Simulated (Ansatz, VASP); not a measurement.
# Pt2SeS in two plane-wave programs, part 2 of 3

Aim: how closely do two programs agree when they are given the same cell, functional and k mesh? The cell is generated by rule, not measured, and may not be a known phase. The cell is taken from a series of runs on this material, whose earlier steps may have relaxed, scaled, displaced or heated it; both programs get it as it stands.

VASP 6.6.1 and Ansatz 0.2.0.

So far: Starting point; VASP: zone-centre phonons, LDA.

## (2) VASP: zone-centre phonons, LDA (continued)

Level of this step: LDA; plane waves and PAW (Pt, S, Se); invented cell (VASP).

Parts of OUTCAR (step 2):

```text
ion  position               nearest neighbor table
   1  0.000  0.500  0.011-   3 2.31   3 2.31   4 2.40   4 2.40
   2  0.500  0.000  0.489-   3 2.31   3 2.31   4 2.40   4 2.40
   3  0.000  0.000  0.250-   1 2.31   2 2.31   1 2.31   2 2.31
   4  0.000  0.000  0.750-   1 2.40   2 2.40   1 2.40   2 2.40

  LATTYP: Found a simple tetragonal cell.
 ALAT       =     3.5269980576
 C/A-ratio  =     1.7620053451

 Subroutine GETGRP returns: Found  8 space group operations
 (whereof  4 operations were pure point group operations)

The static configuration has the point symmetry C_2v.
 The point group associated with its full space group is D_2d.

 Found     60 irreducible k-points:

   k-points           NKPTS =     60   k-points in BZ     NKDIM =     60   number of bands    NBANDS=     22

   dimension x,y,z NGX =    28 NGY =   28 NGZ =   48
   dimension x,y,z NGXF=    56 NGYF=   56 NGZF=   96

   ENCUT  =  500.0 eV  36.75 Ry    6.06 a.u.   6.43  6.43 11.33*2*pi/ulx,y,z

   NELECT =      32.0000    total number of electrons

 k-points in reciprocal lattice and weights: Automatic mesh
   0.00000000  0.00000000  0.00000000       0.003
   0.12500000  0.00000000  0.00000000       0.010
   0.25000000  0.00000000  0.00000000       0.010
   0.37500000  0.00000000  0.00000000       0.010
   0.50000000  0.00000000  0.00000000       0.005
   0.12500000  0.12500000  0.00000000       0.010
   0.25000000  0.12500000  0.00000000       0.021
   0.37500000  0.12500000  0.00000000       0.021
   0.50000000  0.12500000  0.00000000       0.010
[...]
0.50000000  0.37500000  0.50000000       0.010
   0.50000000  0.50000000  0.50000000       0.003

 average (electrostatic) potential at core
       1 -67.4669       2 -67.4669       3 -86.6229       4 -58.7992

 POSITION                                       TOTAL-FORCE (eV/Angst)
 -----------------------------------------------------------------------------------
      0.00000      1.76350      0.06796         0.000000      0.000000      0.010653
      1.76350      0.00000      3.03933         0.000000      0.000000     -0.010653
      0.00000      0.00000      1.55365         0.000000      0.000000     -0.000000
      0.00000      0.00000      4.66094         0.000000      0.000000     -0.000000
 -----------------------------------------------------------------------------------
    total drift:                                0.000000      0.000000     -0.000000

 MACROSCOPIC STATIC DIELECTRIC TENSOR (including local field effects in DFT)
 ------------------------------------------------------
          14.694414     0.000000     0.000000
           0.000000    14.694414     0.000000
           0.000000     0.000000    23.614623
 ------------------------------------------------------

 PIEZOELECTRIC TENSOR (including local field effects)  for field in x, y, z        (C/m^2)
          XX          YY          ZZ          XY          YZ          ZX
  --------------------------------------------------------------------------------
  x     0.00000     0.00000     0.00000     0.00000     0.00000     0.04431
  y     0.00000     0.00000     0.00000     0.00000    -0.04432     0.00000
  z     0.03659    -0.03659    -0.00000     0.00000     0.00000     0.00000

 BORN EFFECTIVE CHARGES (including local field effects) (in |e|, cummulative output)
 ---------------------------------------------------------------------------------
 ion    1
    1    -2.22428     0.00000     0.00000
    2     0.00000     0.40782     0.00000
    3     0.00000     0.00000    -0.99486
 ion    2
    1     0.40782     0.00000     0.00000
    2     0.00000    -2.22428     0.00000
    3     0.00000     0.00000    -0.99486
 ion    3
    1     0.68773     0.00000     0.00000
    2     0.00000     0.68773     0.00000
    3     0.00000     0.00000     1.16259
 ion    4
    1     1.12873     0.00000     0.00000
    2     0.00000     1.12873     0.00000
    3     0.00000     0.00000     0.82714

 Eigenvectors and eigenvalues of the dynamical matrix
 ----------------------------------------------------

   1 f  =   13.273558 THz    83.400222 2PiTHz  442.758221 cm-1    54.894998 meV
             X         Y         Z           dx          dy          dz
      0.000000  1.763499  0.067962     0.000000   -0.000000    0.144967
      1.763499  0.000000  3.039333     0.000000   -0.000000    0.144967
      0.000000  0.000000  1.553647    -0.000000    0.000000   -0.965655
      0.000000  0.000000  4.660942    -0.000000    0.000000    0.159623

   2 f  =   11.121759 THz    69.880073 2PiTHz  370.981948 cm-1    45.995879 meV
             X         Y         Z           dx          dy          dz
      0.000000  1.763499  0.067962    -0.113591   -0.198933   -0.000000
      1.763499  0.000000  3.039333    -0.317905   -0.071081   -0.000000
      0.000000  0.000000  1.553647     0.751611    0.470331    0.000000
      0.000000  0.000000  4.660942     0.199303    0.124716   -0.000000

   3 f  =   11.121759 THz    69.880073 2PiTHz  370.981948 cm-1    45.995879 meV
             X         Y         Z           dx          dy          dz
      0.000000  1.763499  0.067962     0.071081   -0.317905   -0.000000
      1.763499  0.000000  3.039333     0.198933   -0.113591   -0.000000
      0.000000  0.000000  1.553647    -0.470331    0.751611    0.000000
      0.000000  0.000000  4.660942    -0.124716    0.199303    0.000000

   4 f  =    8.819918 THz    55.417176 2PiTHz  294.200782 cm-1    36.476232 meV
             X         Y         Z           dx          dy          dz
      0.000000  1.763499  0.067962     0.000000   -0.000000    0.299522
      1.763499  0.000000  3.039333     0.000000   -0.000000    0.299522
      0.000000  0.000000  1.553647    -0.000000    0.000000   -0.059484
      0.000000  0.000000  4.660942    -0.000000    0.000000   -0.903900

   5 f  =    7.023893 THz    44.132421 2PiTHz  234.291847 cm-1    29.048474 meV
             X         Y         Z           dx          dy          dz
      0.000000  1.763499  0.067962     0.049252   -0.206848   -0.000000
      1.763499  0.000000  3.039333     0.259657   -0.039235   -0.000000
      0.000000  0.000000  1.553647     0.295998   -0.235798    0.000000
      0.000000  0.000000  4.660942    -0.674023    0.536940    0.000000

   6 f  =    7.023893 THz    44.132421 2PiTHz  234.291847 cm-1    29.048474 meV
             X         Y         Z           dx          dy          dz
      0.000000  1.763499  0.067962    -0.039235   -0.259657   -0.000000
      1.763499  0.000000  3.039333    -0.206848   -0.049252   -0.000000
      0.000000  0.000000  1.553647    -0.235798   -0.295998   -0.000000
      0.000000  0.000000  4.660942     0.536940    0.674023   -0.000000

   7 f  =    5.024519 THz    31.569984 2PiTHz  167.599911 cm-1    20.779731 meV
             X         Y         Z           dx          dy          dz
      0.000000  1.763499  0.067962    -0.000000    0.000000    0.707107
      1.763499  0.000000  3.039333     0.000000   -0.000000   -0.707107
      0.000000  0.000000  1.553647     0.000000    0.000000    0.000000
      0.000000  0.000000  4.660942     0.000000   -0.000000   -0.000000

   8 f  =    2.961539 THz    18.607897 2PiTHz   98.786299 cm-1    12.247935 meV
             X         Y         Z           dx          dy          dz
      0.000000  1.763499  0.067962    -0.269039    0.561988   -0.000000
      1.763499  0.000000  3.039333     0.210434   -0.718501    0.000000
      0.000000  0.000000  1.553647     0.028719    0.076696   -0.000000
      0.000000  0.000000  4.660942     0.074019    0.197677   -0.000000

   9 f  =    2.961539 THz    18.607897 2PiTHz   98.786299 cm-1    12.247935 meV
             X         Y         Z           dx          dy          dz
      0.000000  1.763499  0.067962    -0.718501   -0.210434    0.000000
      1.763499  0.000000  3.039333     0.561988    0.269039   -0.000000
      0.000000  0.000000  1.553647     0.076696   -0.028719   -0.000000
      0.000000  0.000000  4.660942     0.197677   -0.074019   -0.000000

  10 f/i=    0.000778 THz     0.004886 2PiTHz    0.025938 cm-1     0.003216 meV
             X         Y         Z           dx          dy          dz
      0.000000  1.763499  0.067962     0.000000    0.000000   -0.623916
      1.763499  0.000000  3.039333     0.000000    0.000000   -0.623916
      0.000000  0.000000  1.553647     0.000000    0.000000   -0.252926
      0.000000  0.000000  4.660942     0.000000    0.000000   -0.396845

  11 f/i=    0.000905 THz     0.005685 2PiTHz    0.030183 cm-1     0.003742 meV
             X         Y         Z           dx          dy          dz
      0.000000  1.763499  0.067962     0.300908    0.546436    0.000000
      1.763499  0.000000  3.039333     0.300749    0.546725    0.000000
      0.000000  0.000000  1.553647     0.121931    0.221538    0.000000
      0.000000  0.000000  4.660942     0.191393    0.347745    0.000000

  12 f/i=    0.000905 THz     0.005685 2PiTHz    0.030183 cm-1     0.003742 meV
             X         Y         Z           dx          dy          dz
      0.000000  1.763499  0.067962    -0.546725    0.300749   -0.000000
      1.763499  0.000000  3.039333    -0.546436    0.300908   -0.000000
      0.000000  0.000000  1.553647    -0.221538    0.121931   -0.000000
      0.000000  0.000000  4.660942    -0.347745    0.191393   -0.000000

 MACROSCOPIC STATIC DIELECTRIC TENSOR IONIC CONTRIBUTION
 ------------------------------------------------------
           2.179642     0.000000     0.000000
           0.000000     2.179642     0.000000
           0.000000     0.000000     0.277339
 ------------------------------------------------------

 ELASTIC MODULI CONTR FROM IONIC RELAXATION (kBar)
 Direction    XX          YY          ZZ          XY          YZ          ZX
 --------------------------------------------------------------------------------
 XX        -476.4470    470.8937     -1.7176      0.0000     -0.0000      0.0000
 YY         470.8937   -476.4470     -1.7176      0.0000      0.0000     -0.0000
 ZZ          -1.7176     -1.7176     -1.0625      0.0000     -0.0000     -0.0000
 XY           0.0000      0.0000      0.0000      0.0000      0.0000      0.0000
 YZ          -0.0000      0.0000     -0.0000      0.0000  -1020.1299      0.0000
 ZX           0.0000     -0.0000     -0.0000      0.0000      0.0000   -922.3237
 --------------------------------------------------------------------------------

 PIEZOELECTRIC TENSOR IONIC CONTR  for field in x, y, z        (C/m^2)
          XX          YY          ZZ          XY          YZ          ZX
  --------------------------------------------------------------------------------
  x     0.00000    -0.00000     0.00000     0.00000     0.00000    -0.17384
  y     0.00000    -0.00000     0.00000     0.00000     0.17735     0.00000
  z     0.01670    -0.01670    -0.00000     0.00000    -0.00000    -0.00000
```

[end of part 2 of 3]

[Lines on the potential files, build, host, timing and source positions are cut from VASP's logs without a mark.]

[Logs are printed without paths, hosts, clocks, repeated set-up lines and the standing remarks that a program may print on its own settings, such as how far it seeks lower states.]

[Hosts, paths, dates, database ids (printed as entryN), source tags and the programs' standing remarks are cut or masked in the printed files.]
